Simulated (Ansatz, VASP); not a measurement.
# Nb2H2NO2 (Nb2N(OH)2 MXene monolayer): VASP beside Ansatz, part 2 of 2

One calculation is typed for both programs; each brings its own data sets. How far apart do they land? The structure shown is the start of the Ansatz relaxation below; VASP solves that cell, so the two are compared at the walk's first step.

VASP 6.6.1 and Ansatz 0.2.0.

So far: The starting structure; Ansatz: relaxation, PBE.

**3. VASP: single point, PBE, start cell**

Level of this step: PBE, zero-moment start; plane waves and PAW (H, O, Nb_sv, N) (VASP).

The same cell, functional, mesh and smearing now go to VASP, with its own data sets.

Lines of VASP's logs that name or quote its potential files are left out, and so is its time.

INCAR reads:

```
SYSTEM = Nb2H2NO2
PREC = Accurate
ENCUT = 520
EDIFF = 1E-06
NELM = 200
ISMEAR = -1
SIGMA = 0.05
LREAL = .FALSE.
ALGO = Normal
GGA = PE
NBANDS = 33
ISPIN = 2
MAGMOM = -0 -0 -0 -0 -0 -0 -0
LASPH = .TRUE.
LMAXMIX = 4
LORBIT = 11
LWAVE = .FALSE.
LCHARG = .FALSE.
ISIF = 2
LDIPOL = .TRUE.
IDIPOL = 3
DIPOL = 0.5 0.5 0.332
LVHAR = .TRUE.
GGA_COMPAT = .FALSE.
NELMDL = -8
KPAR = 2
```

POSCAR reads:

```
Nb2H2NO2
1.0
    3.0790760000      0.0000000000      0.0000000000
   -1.5395380000      2.6665580000      0.0000000000
    0.0000000000      0.0000000000     37.3163670000
H O Nb N
2 2 2 1
Direct
    0.3333332708      0.6666665417      0.2411810346
    0.6666667292      0.3333334583      0.4222861245
    0.3333332708      0.6666665417      0.2674429695
    0.6666667292      0.3333334583      0.3960241896
    0.6666667292      0.3333334583      0.2991762301
    0.3333332708      0.6666665417      0.3642909022
    0.0000000000      0.0000000000      0.3317335795
```

KPOINTS reads:

```
Automatic mesh
0
Gamma
12 12 1
0 0 0
```

PAW data sets: H, O, Nb_sv and N (PBE family, release 64).

Started as:

```
mpirun -np 2 vasp_std
```

Numbers of over 12 decimals in the logs are rounded to 6 here.

The program printed:

```text
[banner, memory and clock lines left out]
running    2 mpi-ranks, on    1 nodes
 distrk:  each k-point on    1 cores,    2 groups
 distr:  one band on    1 cores,    1 groups

 POSCAR found type information on POSCAR H O NbN
 POSCAR found :  4 types and       7 ions
 LDA part: xc-table for (Slater+PW92), standard interpolation
 POSCAR, INCAR and KPOINTS ok, starting setup
 FFT: planning ... GRIDC
 FFT: planning ... GRID_SOFT
 FFT: planning ... GRID
 WAVECAR not read
 entering main loop
       N       E                     dE             d eps       ncg     rms          rms(c)
DAV:   1     0.431664842954E+03    0.43166E+03   -0.22210E+04  3116   0.110E+03
DAV:   2    -0.178851531244E+01   -0.43345E+03   -0.41302E+03  3399   0.386E+02
DAV:   3    -0.570022341611E+02   -0.55214E+02   -0.53754E+02  3904   0.120E+02
DAV:   4    -0.607031766827E+02   -0.37009E+01   -0.36365E+01  4143   0.355E+01
DAV:   5    -0.608340656290E+02   -0.13089E+00   -0.12982E+00  4091   0.443E+00
DAV:   6    -0.608381662562E+02   -0.41006E-02   -0.40872E-02  4152   0.946E-01
DAV:   7    -0.608383496990E+02   -0.18344E-03   -0.18268E-03  3768   0.130E-01
DAV:   8    -0.608383627634E+02   -0.13064E-04   -0.13034E-04  4336   0.326E-02    0.192E+01
DAV:   9    -0.527224272891E+02    0.81159E+01   -0.35395E+01  3804   0.365E+01    0.687E+00
DAV:  10    -0.524521104433E+02    0.27032E+00   -0.24786E+00  3920   0.110E+01    0.446E+00
DAV:  11    -0.524172841943E+02    0.34826E-01   -0.57661E-01  3607   0.483E+00    0.118E+00
DAV:  12    -0.523953193147E+02    0.21965E-01   -0.16516E-01  4166   0.280E+00    0.526E-01
DAV:  13    -0.523897154372E+02    0.56039E-02   -0.37487E-02  3485   0.118E+00    0.371E-01
DAV:  14    -0.523893133640E+02    0.40207E-03   -0.66571E-03  3519   0.553E-01    0.108E-01
[...]
DAV:  20    -0.523890933255E+02   -0.47041E-04   -0.32287E-05  3243   0.153E-02    0.395E-03
DAV:  21    -0.523891139993E+02   -0.20674E-04   -0.76944E-06  2636   0.615E-03    0.213E-03
DAV:  22    -0.523891283942E+02   -0.14395E-04   -0.55435E-06  2596   0.597E-03    0.235E-03
DAV:  23    -0.523891317782E+02   -0.33840E-05   -0.77850E-07  2326   0.436E-03    0.121E-03
DAV:  24    -0.523891334738E+02   -0.16956E-05   -0.33087E-07  2270   0.314E-03    0.636E-04
DAV:  25    -0.523891367901E+02   -0.33163E-05   -0.58449E-07  2296   0.314E-03    0.672E-04
DAV:  26    -0.523891384796E+02   -0.16894E-05   -0.25540E-07  2280   0.224E-03    0.567E-04
DAV:  27    -0.523891387576E+02   -0.27805E-06   -0.34303E-08  2094   0.119E-03
   1 F= -.52389139E+02 E0= -.52374988E+02  d E =-.283015E-01  mag=    -0.0000
```

From OUTCAR (step 3):

```text
ion  position               nearest neighbor table
   1  0.333  0.667  0.241-   3 0.98
   2  0.667  0.333  0.422-   4 0.98
   3  0.333  0.667  0.267-   1 0.98   5 2.14   5 2.14   5 2.14
   4  0.667  0.333  0.396-   2 0.98   6 2.14   6 2.14   6 2.14
   5  0.667  0.333  0.299-   3 2.14   3 2.14   3 2.14   7 2.15   7 2.15   7 2.15   6 3.01   6 3.01
                             6 3.01
   6  0.333  0.667  0.364-   4 2.14   4 2.14   4 2.14   7 2.15   7 2.15   7 2.15   5 3.01   5 3.01
                             5 3.01
   7  0.000  0.000  0.332-   6 2.15   6 2.15   6 2.15   5 2.15   5 2.15   5 2.15

  LATTYP: Found a hexagonal cell.
 ALAT       =     3.0790760000
 C/A-ratio  =    12.1193393732

 Subroutine GETGRP returns: Found 12 space group operations
 (whereof  6 operations were pure point group operations)

The static configuration has the point symmetry C_3v.
 The point group associated with its full space group is D_3d.

 Found     19 irreducible k-points:

   k-points           NKPTS =     19   k-points in BZ     NKDIM =     19   number of bands    NBANDS=     33

   dimension x,y,z NGX =    24 NGY =   24 NGZ =  280
   dimension x,y,z NGXF=    48 NGYF=   48 NGZF=  560

   ENCUT  =  520.0 eV  38.22 Ry    6.18 a.u.   5.73  5.73 69.38*2*pi/ulx,y,z

   NELECT =      45.0000    total number of electrons

 k-points in reciprocal lattice and weights: Automatic mesh
   0.00000000  0.00000000  0.00000000       0.007
   0.08333333  0.00000000  0.00000000       0.042
   0.16666667  0.00000000  0.00000000       0.042
   0.25000000 -0.00000000  0.00000000       0.042
   0.33333333 -0.00000000  0.00000000       0.042
   0.41666667  0.00000000  0.00000000       0.042
   0.50000000 -0.00000000  0.00000000       0.021
   0.08333333  0.08333333  0.00000000       0.042
   0.16666667  0.08333333  0.00000000       0.083
[...]
0.33333333  0.25000000  0.00000000       0.083
   0.33333333  0.33333333  0.00000000       0.014

 dipolmoment           0.000000      0.000000     -0.000003 electrons x Angstroem

 average (electrostatic) potential at core
       1 -42.8234       2 -42.8233       3 -79.3995       4 -79.3992       5 -90.2709
       6 -90.2708       7 -70.9285

 E-fermi :  -0.1083

 spin component 1
 k-point     1 :       0.0000    0.0000    0.0000
  band No.  band energies     occupation
    ...
     21      -1.9529      1.00000
     22      -1.6830      1.00000
     23      -1.6830      1.00000
     24      -0.4804      0.99941
     25      -0.3473      0.99168
     26       0.0844      0.02079
     27       0.3965      0.00004
     28       0.3965      0.00004
     29       1.3210      0.00000
     30       1.3210      0.00000
    ...

 k-point     2 :       0.0833    0.0000    0.0000
  band No.  band energies     occupation
    ...
     21      -2.0323      1.00000
     22      -1.7089      1.00000
     23      -1.4898      1.00000
     24      -0.3586      0.99335
     25      -0.2815      0.96968
     26       0.2560      0.00068
     27       0.3281      0.00016
     28       0.5140      0.00000
     29       1.3893      0.00000
     30       1.4420      0.00000
    ...

 k-point     3 :       0.1667    0.0000    0.0000
  band No.  band energies     occupation
    ...
     20      -5.6106      1.00000
     21      -2.6049      1.00000
     22      -1.3193      1.00000
     23      -1.0032      1.00000
     24      -0.2160      0.89611
     25       0.0810      0.02221
     26       0.1835      0.00292
     27       0.7372      0.00000
     28       0.8484      0.00000
     29       1.5823      0.00000
    ...

 k-point     4 :       0.2500   -0.0000    0.0000
  band No.  band energies     occupation
    ...
     20      -5.7754      1.00000
     21      -3.2518      1.00000
     22      -0.7167      0.99999
     23      -0.3402      0.99042
     24      -0.1136      0.52679
     25       0.3118      0.00022
     26       0.7991      0.00000
     27       1.1875      0.00000
     28       1.3012      0.00000
     29       1.8880      0.00000
    ...

 k-point     5 :       0.3333   -0.0000    0.0000
  band No.  band energies     occupation
    ...
     18      -6.9906      1.00000
     19      -6.3742      1.00000
     20      -5.7682      1.00000
     21      -3.7803      1.00000
     22      -0.2668      0.95974
     23       0.0727      0.02611
     24       0.4188      0.00003
     25       1.0891      0.00000
     26       1.5235      0.00000
     27       1.7131      0.00000
    ...

 k-point     6 :       0.4167    0.0000    0.0000
  band No.  band energies     occupation
    ...
     18      -6.9274      1.00000
     19      -6.3839      1.00000
     20      -5.6815      1.00000
     21      -4.1230      1.00000
     22      -0.3821      0.99584
     23       0.9184      0.00000
     24       1.0976      0.00000
     25       1.7709      0.00000
     26       2.0622      0.00000
     27       2.3604      0.00000
    ...

  Total        5.6869889      5.6869887      7.6115112      0.0000000      0.0000000      0.0000000
  in kB       29.7387125     29.7387117     39.8025295      0.0000000      0.0000000      0.0000000
  external PRESSURE =      33.0933179 kB  Pullay stress =       0.0000000 kB

  energy-cutoff  :      520.00
  volume of cell :      306.39
      direct lattice vectors                 reciprocal lattice vectors
     3.079076000  0.000000000  0.000000000     0.324772757  0.187507641  0.000000000
    -1.539538000  2.666558000  0.000000000     0.000000000  0.375015282  0.000000000
     0.000000000  0.000000000 37.316367000     0.000000000  0.000000000  0.026797893

 POSITION                                       TOTAL-FORCE (eV/Angst)
 -----------------------------------------------------------------------------------
     -0.00000      1.77771      9.00000         0.000000      0.000000     -0.667852
      1.53954      0.88885     15.75818         0.000000      0.000000      0.667852
     -0.00000      1.77771      9.98000        -0.000000      0.000000     -2.014147
      1.53954      0.88885     14.77818         0.000000      0.000000      2.014147
      1.53954      0.88885     11.16417         0.000000     -0.000000      2.653947
     -0.00000      1.77771     13.59401        -0.000000      0.000000     -2.653947
      0.00000      0.00000     12.37909         0.000000      0.000000      0.000000
 -----------------------------------------------------------------------------------
    total drift:                               -0.000000     -0.000000      0.003128

  FREE ENERGIE OF THE ION-ELECTRON SYSTEM (eV)
  ---------------------------------------------------
  free  energy   TOTEN  =       -52.3891387576 eV

  energy  without entropy=      -52.3608372607  energy(sigma->0) =      -52.37498801

 vacuum level on the upper side and lower side of the slab         2.913         2.913

 total charge
# of ion       s       p       d       tot
------------------------------------------
    1        0.601   0.120   0.000   0.721
    2        0.601   0.120   0.000   0.721
    3        1.559   3.615   0.000   5.174
    4        1.559   3.615   0.000   5.174
    5        2.145   6.050   2.524  10.720
    6        2.145   6.050   2.524  10.720
    7        1.242   2.536   0.000   3.778
--------------------------------------------------
tot          9.851  22.109   5.049  37.009

 magnetization (x)
# of ion       s       p       d       tot
------------------------------------------
    1       -0.000  -0.000   0.000  -0.000
    2       -0.000  -0.000   0.000  -0.000
    3       -0.000  -0.000   0.000  -0.000
    4       -0.000  -0.000   0.000  -0.000
    5       -0.000   0.000  -0.000  -0.000
    6       -0.000   0.000  -0.000  -0.000
    7        0.000  -0.000   0.000  -0.000
--------------------------------------------------
tot         -0.000  -0.000  -0.000  -0.000

[... 3 further parts left out ...]
```

This run allows spin, but its moments start at zero, where symmetry between the spins tends to hold them. Its electron count is odd, so without a moment it is a metal by construction.

**4. Side by side**

Known differences besides the potentials themselves: Ansatz cuts the interaction across the vacuum, VASP repeats the sheet with a dipole correction; the cutoff is 420 eV in Ansatz and 520 eV in VASP. Total energies have different zeros and are not compared.

Forces (eV/Å; atoms numbered as in POSCAR):

| atom | Ansatz x, y, z | VASP x, y, z |
| --- | --- | --- |
| H1 | 0.000, 0.000, -0.591 | 0.000, 0.000, -0.668 |
| H2 | 0.000, 0.000, 0.591 | 0.000, 0.000, 0.668 |
| O3 | 0.000, 0.000, -2.111 | 0.000, 0.000, -2.014 |
| O4 | 0.000, 0.000, 2.111 | 0.000, 0.000, 2.014 |
| Nb5 | 0.000, 0.000, 2.656 | 0.000, 0.000, 2.654 |
| Nb6 | 0.000, 0.000, -2.656 | 0.000, 0.000, -2.654 |
| N7 | 0.000, 0.000, 0.000 | 0.000, 0.000, 0.000 |

The forces differ by 38 meV/Å r.m.s., which is 3.6 % of the r.m.s. force of 1.049 eV/Å (both taken over all components). Moments aren't recorded for both runs of this pair, so they may hold unlike magnetic states. With vacuum in the cell, a pressure given here is an average over mostly empty space and none of the material.

**5. Summary of results**

| Quantity | Value |
| --- | --- |
| r.m.s. force difference (single point, PBE, start cell) | 3.6 % of the r.m.s. force |

What this shows: The r.m.s. force difference is 3.6 % of the r.m.s. force (single point, PBE, start cell), beyond the 3 % picked in this series as the mark of a large difference. What causes the difference of the single point, PBE, start cell pair stays open here. How closely two codes agree says nothing of how well the functional describes the real material.

[Lines on the potential files, build, host, timing and source positions are cut from VASP's logs without a mark.]

[Logs are printed without paths, hosts, clocks, repeated set-up lines and the standing remarks that a program may print on its own settings, such as how far it seeks lower states.]

[Hosts, paths, dates, database ids (printed as entryN), source tags and the programs' standing remarks are cut or masked in the printed files.]
